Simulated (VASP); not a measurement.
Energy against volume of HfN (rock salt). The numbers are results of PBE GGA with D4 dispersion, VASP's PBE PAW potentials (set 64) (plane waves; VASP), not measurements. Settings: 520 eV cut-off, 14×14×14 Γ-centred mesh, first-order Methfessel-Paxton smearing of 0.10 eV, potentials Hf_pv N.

```
V (Å³/atom)  E (eV/atom)
-----------  -----------
11.110         -11.14819
11.454         -11.15794
11.797         -11.14969
12.141         -11.12609
```

Problem. Fit these four points and predict the energy of the run at 10.766 Å³/atom.

Solution. A cubic in V^(−2/3), the third-order Birch-Murnaghan form, passes through the four points with V0 = 11.46 Å³/atom and B0 = 279 GPa, and gives -11.1172 eV/atom there. The run gave -11.1173 eV/atom, -0.1 meV/atom from the fit; all five points give B0 = 279 GPa.

The compound is HfN in the rock salt structure. It was relaxed first.
